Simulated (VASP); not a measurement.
Input of a VASP 6.6.1 run:

File INCAR:

```
SYSTEM = TaSn
PREC     = Accurate       ! precision mode
ENCUT    = 520            ! plane-wave cutoff, eV
EDIFF    = 1E-6           ! SCF threshold, eV
ISMEAR   = 0              ! smearing method
SIGMA    = 0.1            ! smearing width, eV
LREAL    = .FALSE.        ! projectors in reciprocal space
LASPH    = .TRUE.         ! aspherical terms in the spheres
NELM     = 120            ! most SCF steps
ALGO     = Normal         ! electronic algorithm
ISIF     = 3              ! what is computed and relaxed
LWAVE    = .FALSE.        ! write WAVECAR
LCHARG   = .FALSE.        ! write CHGCAR
GGA      = PE             ! functional
IBRION   = 2              ! ionic algorithm
NSW      = 90             ! ionic steps
EDIFFG   = -0.01          ! ionic threshold
KPAR     = 4
```

KPOINTS

```
Automatic mesh
0
G
  10 10 6
  0 0 0
```

POSCAR

```
TaSn
1.0
    3.6340000000      0.0000000000      0.0000000000
    0.0000000000      3.6340000000      0.0000000000
    0.0000000000      0.0000000000      6.1210000000
Ta Sn
2 2
Direct
    0.5000000000      0.0000000000      0.8813919300
    0.0000000000      0.5000000000      0.1186080700
    0.5000000000      0.0000000000      0.3610521200
    0.0000000000      0.5000000000      0.6389478800
```

Potentials or basis: VASP PAW PBE potentials, release 64 (Ta_pv, Sn_d).

Run with:

```console
$ cat potpaw_PBE.64/Ta_pv/POTCAR potpaw_PBE.64/Sn_d/POTCAR > POTCAR
$ mpirun -np 4 vasp_std > vasp.out
```

**Question.** Predict the band gap on the k mesh.

**Answer.** None (metal or under the smearing width).

**Question.** Predict the relaxed volume.

**Answer.** 20.25 Å³/atom.

The path:
| step | energy change (eV) | largest force (eV/Å) | pressure (GPa) | volume (Å³) |
| --- | --- | --- | --- | --- |
| 1 | 0.0000 | 0.1131 | 0.19 | 80.83 |
| 2 | -0.0023 | 0.0365 | -0.16 | 81.11 |
| 3 | -0.0024 | 0.0431 | -0.20 | 81.16 |
| 4 | -0.0025 | 0.0429 | 0.25 | 80.90 |
| 5 | -0.0026 | 0.0443 | 0.09 | 80.99 |
| 6 | -0.0027 | 0.0086 | 0.03 | 81.01 |

Spin-orbit coupling is left out, which matters for the levels of Ta.
